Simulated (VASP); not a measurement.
SnO (litharge): the lattice constant a from VASP (plane waves, PAW) at several levels of theory. Static lattice. The measured value holds thermal and zero-point effects that the static calculation lacks.

```tsv
level	lattice constant a (Å)	error against measurement
LDA	3.776	-0.6 %
rev-vdW-DF2	3.858	+1.5 %
SCAN	3.817	+0.4 %
```

Measured: 3.801 Å (as given by Electronic properties of the Sn1−xPbxO alloy and band alignment of the SnO/PbO system: a DFT study, Sci. Rep. (2020)).

The cell of the LDA run:

SnO is modelled in the tetragonal space group P4/nmm, origin choice 1 (No. 129), Pearson symbol tP4. Cell: a = 3.776 Å, b = 3.776 Å, c = 4.645 Å, α = 90.00°, β = 90.00°, γ = 90.00°. Sn on 2c has 4 O at 2.212 Å. O on 2a has 4 Sn at 2.212 Å (tetrahedral). (Neighbours: up to the widest gap in distance over summed covalent radii, below 1.35, at either atom; cation-cation and far metal-metal contacts left out.)

Only levels that ran to the end are used. Left out are those held back, those with too coarse a band path, GW runs whose mesh misses a band edge, hybrids' fits of cells that aren't cubic and levels without matching references; a question may draw on a part of the rest.

The compound is SnO in the litharge structure.
